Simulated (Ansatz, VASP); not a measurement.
## One calculation of KBr, two programs

The input INCAR:

```
SYSTEM = KBr
PREC = Accurate
ENCUT = 520
EDIFF = 1E-6
ISMEAR = 0
SIGMA = 0.05
LREAL = .FALSE.
LASPH = .TRUE.
NELM = 80
ALGO = Normal
ISIF = 2
LWAVE = .FALSE.
LCHARG = .FALSE.
GGA = PS
NBANDS = 15
```

The input KPOINTS:

```
Automatic mesh
0
G
  6 6 6
  0 0 0
```

The input POSCAR:

```
KBr
1.0
    0.0000000000      3.1608000000      3.1608000000
    3.1608000000      0.0000000000      3.1608000000
    3.1608000000      3.1608000000      0.0000000000
K Br
1 1
Direct
    0.0000000000      0.0000000000      0.0000000000
    0.5000000000      0.5000000000      0.5000000000
```

Input for Ansatz:

```yaml
crystal:
  lattice:
    - [0.0, 3.1608, 3.1608]
    - [3.1608, 0.0, 3.1608]
    - [3.1608, 3.1608, 0.0]
  atoms:
    - { symbol: K, position: [0.0, 0.0, 0.0] }
    - { symbol: Br, position: [0.5, 0.5, 0.5] }
basis:
  ecutwfc: 420
kpoints:
  mp_grid: { grid: [6, 6, 6] }
hamiltonian:
  xc: pbesol
scf:
  occupations: { method: gaussian, width: 0.05 }
output:
  forces: true
  stress: true
  eigenvalues: true
```

Change from the starting cell: strain -0.040 along x and y, -0.040 along z, atoms carried along.

Alike in both runs: task single point; functional PBEsol; k mesh 6 × 6 × 6; occupations gaussian, width 0.05 eV; no spin polarisation.

|  | VASP | Ansatz |
| --- | --- | --- |
| version | VASP 6.6.1 | Ansatz 0.2.0 |
| potentials or method | VASP PAW PBE potentials, release 64 (K_sv, Br) | scalar-relativistic, plane waves, PAW |
| plane-wave cutoff (eV) | 520 | 420 |
| valence electrons in the cell | 16 | 16 |

```csv
,VASP,Ansatz,Ansatz less VASP
gap on the k mesh at the Fermi level (eV),4.62,4.63,+0.004
least direct gap on the mesh (eV),4.62,4.63,+0.004
pressure (GPa),2.2,2.1,-0.10
```

The functional is the same, so the differences come from potentials, cutoffs and numerics.

Caveats: the PAW data sets were made with another functional, which shifts forces and pressure a little (VASP).
